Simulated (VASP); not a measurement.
OSZICAR of a VASP run on Os (hcp):

**OSZICAR**
```
       N       E                     dE             d eps       ncg     rms          rms(c)
DAV:   1     0.103740674617E+03    0.10374E+03   -0.76305E+03  3240   0.128E+03
DAV:   2    -0.167652838227E+02   -0.12051E+03   -0.10874E+03  3488   0.400E+02
DAV:   3    -0.237406947195E+02   -0.69754E+01   -0.64709E+01  3916   0.793E+01
DAV:   4    -0.238955123045E+02   -0.15482E+00   -0.15233E+00  3464   0.123E+01
DAV:   5    -0.238974547417E+02   -0.19424E-02   -0.19418E-02  3808   0.111E+00    0.232E+01
DAV:   6    -0.228205021415E+02    0.10770E+01   -0.11526E+00  3524   0.996E+00    0.107E+01
DAV:   7    -0.225000056752E+02    0.32050E+00   -0.82619E-01  3716   0.831E+00    0.468E-01
DAV:   8    -0.224942018619E+02    0.58038E-02   -0.76033E-03  3316   0.726E-01    0.278E-01
DAV:   9    -0.224921352053E+02    0.20667E-02   -0.14175E-03  3520   0.456E-01    0.555E-02
DAV:  10    -0.224921741796E+02   -0.38974E-04   -0.56174E-05  3656   0.760E-02    0.104E-02
DAV:  11    -0.224921438035E+02    0.30376E-04   -0.63985E-06  3348   0.305E-02    0.860E-04
DAV:  12    -0.224921430646E+02    0.73888E-06   -0.14430E-07  2832   0.417E-03    0.862E-04
DAV:  13    -0.224921428735E+02    0.19108E-06   -0.10582E-08  1716   0.106E-03    0.196E-04
DAV:  14    -0.224921428185E+02    0.55055E-07   -0.27120E-09  1672   0.629E-04
   1 F= -.23890424E+02 E0= -.23890807E+02  d E =-.238904E+02
       N       E                     dE             d eps       ncg     rms          rms(c)
DAV:   1    -0.224939117883E+02   -0.17689E-02   -0.19547E-01  3288   0.389E+00    0.233E-01
DAV:   2    -0.224921128726E+02    0.17989E-02   -0.21655E-03  3944   0.623E-01    0.119E-01
DAV:   3    -0.224915456067E+02    0.56727E-03   -0.10374E-03  3588   0.278E-01    0.231E-02
DAV:   4    -0.224915485419E+02   -0.29352E-05   -0.67527E-05  3356   0.109E-01    0.114E-02
DAV:   5    -0.224915476533E+02    0.88858E-06   -0.10568E-06  3888   0.105E-02    0.299E-03
DAV:   6    -0.224915475958E+02    0.57546E-07   -0.64989E-08  1772   0.359E-03
   2 F= -.23889810E+02 E0= -.23890076E+02  d E =0.614712E-03
       N       E                     dE             d eps       ncg     rms          rms(c)
DAV:   1    -0.224933989801E+02   -0.18513E-02   -0.80511E-02  3300   0.250E+00    0.149E-01
DAV:   2    -0.224926659356E+02    0.73304E-03   -0.88698E-04  3964   0.398E-01    0.765E-02
DAV:   3    -0.224924331850E+02    0.23275E-03   -0.42830E-04  3604   0.179E-01    0.146E-02
DAV:   4    -0.224924344911E+02   -0.13061E-05   -0.27850E-05  3332   0.700E-02    0.745E-03
DAV:   5    -0.224924341654E+02    0.32569E-06   -0.44696E-07  3768   0.677E-03    0.192E-03
DAV:   6    -0.224924341432E+02    0.22245E-07   -0.30400E-08  1680   0.243E-03
   3 F= -.23890718E+02 E0= -.23891073E+02  d E =-.293814E-03
```

Q: Which electronic solver shows in the log?

A: It is blocked Davidson (ALGO = Normal, or the opening steps of other solvers). The INCAR had ALGO = Normal.

Q: Can the final energy be trusted as converged?

A: Self-consistency was reached. It stopped with EDIFF = 1E-7, NELM = 100, NSW = 30 and EDIFFG = -0.01 after 3 ionic steps (PBE GGA with D4 dispersion, plane waves, VASP's PBE PAW potentials (set 64)).

The compound is Os in the hcp structure. This run relaxes it. Symmetry was kept, so distortions that lower it aren't found.
